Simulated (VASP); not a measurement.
Set up this calculation in VASP 6.6.1, as the native input.

```yaml
Task: relaxation of the atoms
Functional: revPBE
Potentials_or_basis: VASP PAW PBE potentials, release 64 (O, In_d, Br, H)
Cutoff: 520 eV
k_mesh: 1 × 1 × 1
Occupations: gaussian, width 0.01 eV
Spin: no spin polarisation
Further_INCAR_settings: ALGO = Normal; EDIFF = 1e-06; IBRION = 2; EDIFFG = -0.005; NSW = 40
```

The structure of OInBrH2 lies in POSCAR:

```
InH2BrO
1.0
   13.0000000000      0.0000000000      0.0000000000
    0.0000000000     13.0000000000      0.0000000000
    0.0000000000      0.0000000000     11.0000000000
O In Br H
1 1 1 2
Cartesian
    5.2586500200      5.9184999900      4.9470500200
    7.0159499800      6.6243000200      5.5002500300
    8.3282500600      4.8265999600      6.5336499800
    4.6977499400      6.5800000500      4.5343500400
    7.5874500000      8.2154000500      5.3169499900
```

One way to write it, as run:

INCAR

```
SYSTEM = InH2BrO
PREC = Accurate ; ENCUT = 520
EDIFF = 1E-6 ; ISMEAR = 0
SIGMA = 0.01 ; LREAL = .FALSE.
LASPH = .TRUE. ; NELM = 60
ALGO = Normal ; ISIF = 2
LWAVE = .FALSE. ; LCHARG = .FALSE.
GGA = RE ; IBRION = 2
NSW = 40 ; EDIFFG = -0.005
```

KPOINTS

```
regular mesh
0
G
  1 1 1
  0 0 0
```

Potentials or basis: VASP PAW PBE potentials, release 64 (O, In_d, Br, H).

Launch:

```sh
$ cat potpaw_PBE.64/O/POTCAR potpaw_PBE.64/In_d/POTCAR potpaw_PBE.64/Br/POTCAR potpaw_PBE.64/H/POTCAR > POTCAR
$ mpirun -np 1 vasp_gam > vasp.out
```

Results of the run:

```
Energy gained by relaxing       : 6.2 meV/atom
Ionic steps                     : 29
Largest force after relaxing    : 0.005 eV/Å
Gap between the frontier levels : 4.31 eV
```

Caveat: the PAW data sets were made with another functional, which shifts forces and pressure a little; spin-orbit coupling is left out, which moves the levels of the heavy elements.

Run time: 14 min on 1 thread of Intel(R) Xeon(R) 6975P-C (Granite Rapids), with other jobs on the host, peak memory 1.4 GiB.
